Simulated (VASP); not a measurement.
Data:

```yaml
crystal:
  lattice:
    - [0.00000, 2.96503, 2.96503]
    - [2.96503, 0.00000, 2.96503]
    - [2.96503, 2.96503, 0.00000]
  atoms:
    - { symbol: Pb, position: [0.00000, 0.00000, 0.00000] }
    - { symbol: S, position: [0.50000, 0.50000, 0.50000] }
```

Computed with PBE GGA with D3 dispersion (Becke-Johnson damping), VASP's PBE PAW potentials (set 64) (plane waves; VASP). Numerical set-up: 520 eV cut-off, Gaussian smearing of 0.050 eV, potentials Pb_d S.

Unless said otherwise, spin-orbit coupling is left out, though it shifts the bands of the heavy elements here.

Give the energies of bands 7 to 13 at the high-symmetry points, in eV from the valence-band maximum.

| band | Γ | X | U | L | W |
|---|---|---|---|---|---|
| 7 | -6.04 | -7.21 | -7.99 | -8.85 | -7.95 |
| 8 | -2.18 | -5.21 | -4.79 | -1.79 | -4.43 |
| 9 | -2.18 | -3.45 | -2.95 | -1.79 | -4.43 |
| 10 | -2.18 | -3.45 | -2.49 | 0.00 | -1.03 |
| 11 | 5.21 | 3.86 | 3.33 | 0.36 | 2.19 |
| 12 | 5.21 | 5.58 | 4.13 | 1.96 | 4.67 |
| 13 | 5.21 | 5.69 | 5.05 | 1.96 | 4.67 |

The gap is direct, 0.36 eV, from the valence maximum at L to the conduction minimum at L.

Measured: gap 0.37 eV (computed value off by -0.01 eV), as given by Wikipedia, List of semiconductor materials.

The compound is PbS in the rock salt structure. It was relaxed first.
